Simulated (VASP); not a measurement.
A cell of Al (fcc) near equilibrium:

```yaml
crystal:
  lattice:
    - [0.00000, 1.99104, 1.99104]
    - [1.99104, 0.00000, 1.99104]
    - [1.99104, 1.99104, 0.00000]
  atoms:
    - { symbol: Al, position: [0.00000, 0.00000, 0.00000] }
```

All values below come from r2SCAN meta-GGA, VASP's PBE PAW potentials (set 64) (plane waves; VASP 6.6.1).

```tsv
run	ΔE (meV/atom)	σxx	σyy	σzz	largest shear component, with its sign (GPa)	largest force (eV/Å)
as it is	0.0	0.04	0.04	0.04	0.00	0.000
after one change	8.6	-3.69	-3.69	-3.69	0.00	0.000
```
Stress is in GPa, positive when the cell is compressed.

What was changed between the two runs?
(A) uniaxial strain of -3.0 % along x
(B) uniaxial strain of +2.0 % along z
(C) isotropic strain of -3.0 %
(D) isotropic strain of +1.5 %

D, isotropic strain of +1.5 %

The compound is Al in the fcc structure.
